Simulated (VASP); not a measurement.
# A VASP study of FeB4 (r2SCAN): structure first, properties next, part 2 of 7

What structure does FeB4 take at this level, and what are its properties? The start is a cell from a database of measured crystal structures.

VASP 6.6.1; r2SCAN, spin-polarised from a ferromagnetic start; plane waves and PAW (Fe, B).

Still holding for the runs below: The magnetic state follows from one typed start and may not be the lowest.

So far, moment of the cell, from the last line of the log (μB): step 2 (relaxing cell and atoms (r2SCAN)) 0.316.

## Step 3: Second relaxation

The basis stayed that of the start cell while the cell moved. A rerun from the cell reached resets it; the error of the finite cutoff stays.

Input file INCAR:

```
SYSTEM = FeB4
PREC = Accurate
ENCUT = 420
EDIFF = 1E-06
NELM = 100
ISMEAR = 0
SIGMA = 0.05
LREAL = .FALSE.
ALGO = Normal
METAGGA = R2SCAN
LASPH = .TRUE.
NBANDS = 39
ISPIN = 2
MAGMOM = 3 3 0 0 0 0 0 0 0 0
LMAXMIX = 4
LORBIT = 11
LWAVE = .FALSE.
LCHARG = .FALSE.
KPAR = 8
IBRION = 2
NSW = 60
ISIF = 3
EDIFFG = -0.01
```

Input file POSCAR:

```
FeB4
1.0
    4.5122589641      0.0000000000      0.0000000000
    0.0000000000      5.2540205278      0.0000000000
    0.0000000000      0.0000000000      3.0016988902
Fe B
2 8
Direct
    0.0000000000      0.0000000000      0.0000000000
    0.5000000000      0.5000000000      0.5000000000
    0.2480598685      0.3127052263      0.0000000000
    0.7519401315      0.6872947737      0.0000000000
    0.7480598685      0.1872947737      0.5000000000
    0.2519401315      0.8127052263      0.5000000000
    0.3378414180      0.1270128032      0.5000000000
    0.6621585820      0.8729871968      0.5000000000
    0.8378414180      0.3729871968      0.0000000000
    0.1621585820      0.6270128032      0.0000000000
```

Input file KPOINTS:

```
Automatic mesh
0
Gamma
6 5 9
0 0 0
```

Potentials, in the order of the species: Fe and B (PBE family, release 64).

Run with:

```bash
> mpirun -np 8 vasp_std
```

The program printed:

```text
[banner, memory and clock lines left out]
running    8 mpi-ranks, on    1 nodes
 distrk:  each k-point on    1 cores,    8 groups
 distr:  one band on    1 cores,    1 groups

 POSCAR found type information on POSCAR FeB
 POSCAR found :  2 types and      10 ions
 [... a notice as in an earlier step ...]

 [... a notice as in an earlier step ...]

 LDA part: xc-table for (None), standard interpolation
 POSCAR, INCAR and KPOINTS ok, starting setup
 FFT: planning ... GRIDC
 FFT: planning ... GRID_SOFT
 FFT: planning ... GRID
 WAVECAR not read
 entering main loop
       N       E                     dE             d eps       ncg     rms          rms(c)
DAV:   1     0.200801265329E+03    0.20080E+03   -0.14913E+04  9672   0.955E+02
DAV:   2    -0.827030667779E+02   -0.28350E+03   -0.25689E+03  9794   0.257E+02
DAV:   3    -0.104691753951E+03   -0.21989E+02   -0.20742E+02 11446   0.777E+01
DAV:   4    -0.105298245722E+03   -0.60649E+00   -0.59971E+00 12056   0.127E+01
DAV:   5    -0.105313247924E+03   -0.15002E-01   -0.14989E-01 11780   0.178E+00    0.421E+01
DAV:   6    -0.122816073900E+03   -0.17503E+02   -0.14467E+02 12611   0.164E+02    0.726E+01
DAV:   7    -0.874761320424E+02    0.35340E+02   -0.56890E+01 11635   0.142E+02    0.992E+00
DAV:   8    -0.882776870966E+02   -0.80156E+00   -0.93633E+00 14488   0.259E+01    0.519E+00
DAV:   9    -0.883510005605E+02   -0.73313E-01   -0.64435E-01 12939   0.786E+00    0.263E+00
DAV:  10    -0.883742747876E+02   -0.23274E-01   -0.73270E-02 13363   0.201E+00    0.155E+00
DAV:  11    -0.883785512229E+02   -0.42764E-02   -0.77992E-03 13029   0.599E-01    0.931E-01
DAV:  12    -0.883802017486E+02   -0.16505E-02   -0.28604E-03 13442   0.400E-01    0.545E-01
DAV:  13    -0.883802760849E+02   -0.74336E-04   -0.47571E-04 14274   0.220E-01    0.224E-01
DAV:  14    -0.883803163935E+02   -0.40309E-04   -0.11634E-04 13840   0.875E-02    0.732E-02
DAV:  15    -0.883803237011E+02   -0.73076E-05   -0.20184E-05 13646   0.298E-02    0.322E-02
DAV:  16    -0.883803252344E+02   -0.15334E-05   -0.29685E-06  8435   0.125E-02    0.103E-02
DAV:  17    -0.883803260874E+02   -0.85293E-06   -0.10771E-06  6617   0.667E-03
   1 F= -.88380326E+02 E0= -.88378865E+02  d E =-.883803E+02  mag=     0.3162
 curvature:   0.00 expect dE= 0.000E+00 dE for cont linesearch  0.000E+00
 trial: gam= 0.00000 g(F)=  0.295E-05 g(S)=  0.707E-04 ort = 0.000E+00 (trialstep = 0.100E+01)
 search vector abs. value=  0.736E-04
 reached required accuracy - stopping structural energy minimisation
```

The job ended after 98 s (8 MPI ranks of Intel Xeon 6975P-C (Granite Rapids), shared host; peak memory 2.5 GiB).

From OUTCAR (step 3):

```text
  LATTYP: Found a simple orthorhombic cell.
 ALAT       =     3.0016988902
 B/A-ratio  =     1.5032350443
 C/A-ratio  =     1.7503489590

 Found     60 irreducible k-points:

   dimension x,y,z NGX =    30 NGY =   36 NGZ =   20
   dimension x,y,z NGXF=    60 NGYF=   72 NGZF=   40

   ENCUT  =  420.0 eV  30.87 Ry    5.56 a.u.   7.54  8.78  5.02*2*pi/ulx,y,z

   NELECT =      40.0000    total number of electrons

 E-fermi :   8.2897

 spin component 1
 k-point     1 :       0.0000    0.0000    0.0000
  band No.  band energies     occupation
    ...
     15       4.8619      1.00000
     16       5.8282      1.00000
     17       5.8592      1.00000
     18       6.1297      1.00000
     19       6.7460      1.00000
     20       8.4522      0.00000
     21       9.3701      0.00000
     22       9.4940      0.00000
     23      10.5841      0.00000
     24      11.1862      0.00000
    ...

 k-point     2 :       0.1667    0.0000    0.0000
  band No.  band energies     occupation
    ...
     16       5.7285      1.00000
     17       5.9094      1.00000
     18       6.1706      1.00000
     19       6.6315      1.00000
     20       8.2469      0.88668
     21       9.5188      0.00000
     22      10.0176      0.00000
     23      10.5416      0.00000
     24      10.6783      0.00000
     25      10.8998      0.00000
    ...

 k-point     3 :       0.3333    0.0000    0.0000
  band No.  band energies     occupation
    ...
     16       5.3763      1.00000
     17       5.5473      1.00000
     18       6.4473      1.00000
     19       6.9781      1.00000
     20       8.1427      0.99998
     21       9.2837      0.00000
     22       9.6033      0.00000
     23      10.0664      0.00000
     24      10.4221      0.00000
     25      10.9981      0.00000
    ...

 k-point     4 :       0.5000    0.0000    0.0000
  band No.  band energies     occupation
    ...
     16       4.7512      1.00000
     17       6.1869      1.00000
     18       6.1869      1.00000
     19       8.0911      1.00000
     20       8.0911      1.00000
     21       8.5209      0.00000
     22       8.5209      0.00000
     23      10.2436      0.00000
     24      10.2436      0.00000
     25      12.0157      0.00000
    ...

  Total        0.0659550     -0.0548440      0.0854057     -0.0000000      0.0000000      0.0000000
  in kB        1.4849289     -1.2347711      1.9228458     -0.0000000      0.0000000      0.0000000
  external PRESSURE =       0.7243345 kB  Pullay stress =       0.0000000 kB

  energy-cutoff  :      420.00
  volume of cell :       71.16
      direct lattice vectors                 reciprocal lattice vectors
     4.512258964  0.000000000  0.000000000     0.221618486  0.000000000  0.000000000
     0.000000000  5.254020528  0.000000000     0.000000000  0.190330433  0.000000000
     0.000000000  0.000000000  3.001698890     0.000000000  0.000000000  0.333144675

 POSITION                                       TOTAL-FORCE (eV/Angst)
 -----------------------------------------------------------------------------------
      0.00000      0.00000      0.00000         0.000000     -0.000000      0.000000
      2.25613      2.62701      1.50085         0.000000     -0.000000      0.000000
      1.11931      1.64296      0.00000        -0.002355      0.002165     -0.000000
      3.39295      3.61106      0.00000         0.002355     -0.002165      0.000000
      3.37544      0.98405      1.50085        -0.002355     -0.002165     -0.000000
      1.13682      4.26997      1.50085         0.002355      0.002165      0.000000
      1.52443      0.66733      1.50085        -0.000774     -0.002105      0.000000
      2.98783      4.58669      1.50085         0.000774      0.002105      0.000000
      3.78056      1.95968      0.00000        -0.000774      0.002105      0.000000
      0.73170      3.29434      0.00000         0.000774     -0.002105      0.000000
 -----------------------------------------------------------------------------------
    total drift:                                0.000000      0.000000     -0.000000

  FREE ENERGIE OF THE ION-ELECTRON SYSTEM (eV)
  ---------------------------------------------------
  free  energy   TOTEN  =       -88.3803260874 eV

  energy  without entropy=      -88.3774046579  energy(sigma->0) =      -88.37886537

 total charge
# of ion       s       p       d       tot
------------------------------------------
    1        0.509   0.884   6.663   8.055
    2        0.509   0.884   6.663   8.055
    3        0.709   1.274   0.000   1.982
    4        0.709   1.274   0.000   1.982
    5        0.709   1.274   0.000   1.982
    6        0.709   1.274   0.000   1.982
    7        0.679   1.269   0.000   1.948
    8        0.679   1.269   0.000   1.948
    9        0.679   1.269   0.000   1.948
   10        0.679   1.269   0.000   1.948
--------------------------------------------------
tot          6.569  11.937  13.325  31.832

 magnetization (x)
# of ion       s       p       d       tot
------------------------------------------
    1        0.001   0.001   0.121   0.122
    2        0.001   0.001   0.121   0.122
    3        0.003   0.017   0.000   0.020
    4        0.003   0.017   0.000   0.020
    5        0.003   0.017   0.000   0.020
    6        0.003   0.017   0.000   0.020
    7       -0.001  -0.006   0.000  -0.007
    8       -0.001  -0.006   0.000  -0.007
    9       -0.001  -0.006   0.000  -0.007
   10       -0.001  -0.006   0.000  -0.007
--------------------------------------------------
tot          0.009   0.046   0.241   0.297

[... 5 parts as in an earlier step ...]

[... 10 further parts left out ...]
```

CONTCAR:

```
FeB4
   1.00000000000000
     4.5122589640999999    0.0000000000000000    0.0000000000000000
     0.0000000000000000    5.2540205277999998    0.0000000000000000
     0.0000000000000000    0.0000000000000000    3.0016988902000001
  Fe              B
     2     8
Direct
     0.0000000000000000    0.0000000000000000    0.0000000000000000
     0.5000000000000000    0.5000000000000000    0.5000000000000000
     0.2480598685000004    0.3127052262999968    0.0000000000000000
     0.7519401314999996    0.6872947737000032    0.0000000000000000
     0.7480598685000004    0.1872947737000032    0.5000000000000000
     0.2519401314999996    0.8127052262999968    0.5000000000000000
     0.3378414179999965    0.1270128032000031    0.5000000000000000
     0.6621585820000035    0.8729871967999969    0.5000000000000000
     0.8378414179999965    0.3729871967999969    0.0000000000000000
     0.1621585820000035    0.6270128032000031    0.0000000000000000
```

Little changed from the start: no atom moved by 0.005 Å and no cell edge by 0.1 %.

Numbers from this step:

| Property | Result |
| --- | --- |
| free energy (TOTEN) | -88.3803 eV |
| energy at zero smearing | -88.3789 eV |
| pressure | 0.07243 GPa |
| SCF cycles over all ionic steps | 17 |

It ends with a largest force of 0.003 eV/Å and a pressure of 0.07 GPa. The volume moved by under 0.01 %: the run met its threshold at the first step.

(Continued in part 3 of 7.)

[Lines on the potential files, build, host, timing and source positions are cut from VASP's logs without a mark.]

[Logs are printed without paths, hosts, clocks, repeated set-up lines and the standing remarks that a program may print on its own settings, such as how far it seeks lower states.]

[Hosts, paths, dates, database ids (printed as entryN), source tags and the programs' standing remarks are cut or masked in the printed files.]

[Measured values are set beside computed ones only where the two were judged alike; some that the calculation misses by far are left out.]

[In band tables of VASP the shares of atoms and orbitals are scaled to a sum of 1 inside the atoms' spheres.]
